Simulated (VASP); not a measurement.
Output of a VASP run:

**OSZICAR**
```
       N       E                     dE             d eps       ncg     rms          rms(c)
DAV:   1     0.435494397974E+03    0.43549E+03   -0.21810E+04  1064   0.163E+03
DAV:   2     0.313668707989E+02   -0.40413E+03   -0.39444E+03  1160   0.407E+02
DAV:   3    -0.165613637037E+02   -0.47928E+02   -0.45911E+02  1384   0.150E+02
DAV:   4    -0.186274866609E+02   -0.20661E+01   -0.20491E+01  1216   0.316E+01
DAV:   5    -0.187277647137E+02   -0.10028E+00   -0.10012E+00  1544   0.734E+00    0.654E+00
DAV:   6    -0.183873868182E+02    0.34038E+00   -0.86000E-01  1200   0.567E+00    0.521E+00
DAV:   7    -0.183973226893E+02   -0.99359E-02   -0.28864E-01  1392   0.234E+00    0.167E+00
DAV:   8    -0.184020354841E+02   -0.47128E-02   -0.29953E-02  1232   0.103E+00    0.675E-01
DAV:   9    -0.184020859289E+02   -0.50445E-04   -0.30552E-03  1320   0.427E-01    0.291E-01
DAV:  10    -0.184024094007E+02   -0.32347E-03   -0.17554E-03  1328   0.191E-01    0.652E-02
DAV:  11    -0.184024478526E+02   -0.38452E-04   -0.13159E-04  1224   0.640E-02    0.469E-02
DAV:  12    -0.184024546498E+02   -0.67972E-05   -0.40877E-05  1092   0.307E-02    0.126E-02
DAV:  13    -0.184024565999E+02   -0.19502E-05   -0.61987E-06  1088   0.174E-02    0.553E-03
DAV:  14    -0.184024568434E+02   -0.24346E-06   -0.67898E-07   748   0.577E-03
   1 F= -.18402457E+02 E0= -.18402457E+02  d E =-.184025E+02
       N       E                     dE             d eps       ncg     rms          rms(c)
DAV:   1    -0.184025093775E+02   -0.52778E-04   -0.18662E-02  1160   0.716E-01    0.438E-02
DAV:   2    -0.184025476493E+02   -0.38272E-04   -0.71868E-04  1504   0.235E-01    0.223E-02
DAV:   3    -0.184025403338E+02    0.73155E-05   -0.26469E-05  1620   0.381E-02    0.127E-02
DAV:   4    -0.184025376728E+02    0.26610E-05   -0.25646E-06   912   0.207E-02    0.558E-03
DAV:   5    -0.184025374788E+02    0.19405E-06   -0.37603E-06  1004   0.163E-02
   2 F= -.18402537E+02 E0= -.18402537E+02  d E =-.806354E-04
```

OUTCAR:
```
------------------------ aborting loop because EDIFF is reached ----------------------------------------
  FORCE on cell =-STRESS in cart. coord.  units (eV):
  Direction    XX          YY          ZZ          XY          YZ          ZX
  --------------------------------------------------------------------------------------
  Total        0.0484651      0.0034954      0.0041914     -0.0000000      0.0000000      0.0055946
  in kB        0.4279023      0.0308611      0.0370062     -0.0000000      0.0000000      0.0493950
  external PRESSURE =       0.1652566 kB  Pullay stress =       0.0000000 kB
  volume of cell :      181.47
      direct lattice vectors                 reciprocal lattice vectors
    10.684964757 -2.222242051  0.036389309     0.047220533 -0.224997992 -0.125029437
    10.684964757  2.222242051  0.036389309     0.047220533  0.224997992 -0.125029437
    10.209777330  0.000000000  3.855980988    -0.000891251  0.000000000  0.261697211
 POSITION                                       TOTAL-FORCE (eV/Angst)
 -----------------------------------------------------------------------------------
     12.55751      0.00000      1.56225         0.007649      0.000000      0.000952
     19.02220      0.00000      2.36651        -0.007649      0.000000     -0.000952
     10.20978     -0.00000      3.85598         0.000000      0.000000     -0.000000
      6.78110      0.00000      0.84362         0.011773      0.000000      0.001465
     24.79861      0.00000      3.08514        -0.011773      0.000000     -0.001465
 -----------------------------------------------------------------------------------
    total drift:                               -0.000000     -0.000000      0.000000
  FREE ENERGIE OF THE ION-ELECTRON SYSTEM (eV)
  ---------------------------------------------------
  free  energy   TOTEN  =       -18.4025374788 eV

  energy  without entropy=      -18.4025374788  energy(sigma->0) =      -18.40253748

 reached required accuracy - stopping structural energy minimisation
```
(Selected blocks of OUTCAR.)

File POSCAR:
```
Bi2Te3
1
   10.6816492317    -2.2226523281     0.0357381321
   10.6816492317     2.2226523281     0.0357381321
   10.2063740748     0.0000000000     3.8560349963
Bi Te
2 3
Direct
  0.3976119441   0.3976119441   0.3976119441
  0.6023880559   0.6023880559   0.6023880559
  0.0000000000   0.0000000000   0.0000000000
  0.2146975545   0.2146975545   0.2146975545
  0.7853024455   0.7853024455   0.7853024455
```

### Question
Reconstruct the remaining input files.

### Answer
One answer among several that fit: the input of the run itself, PBE GGA, plane waves, VASP's PBE PAW potentials (set 64).

**KPOINTS**
```
Regular mesh
0
gamma
5 5 5
```

### INCAR
```
ALGO  =  Normal
EDIFF  =  1E-6
EDIFFG  =  -0.02
ENCUT  =  520
GGA  =  PE
IBRION  =  2
ISIF  =  3
ISMEAR  =  0
LASPH  =  .TRUE.
LCHARG  =  .FALSE.
LMAXMIX  =  4
LREAL  =  .FALSE.
LWAVE  =  .FALSE.
NELM  =  100
NSW  =  60
PREC  =  Accurate
SIGMA  =  0.05
SYSTEM  =  Bi2Te3
```

POTCAR, in this order: Bi_d Te (PBE.64 set). Program: vasp_std.

Without a dispersion term in the relaxation, distances and binding between the weakly bound layers, chains or molecules are unreliable, and so is what depends on them.

The compound is Bi2Te3 in the tetradymite structure. This run relaxes it. Symmetry was kept, so distortions that lower it aren't found. The start is the result of an earlier pass.
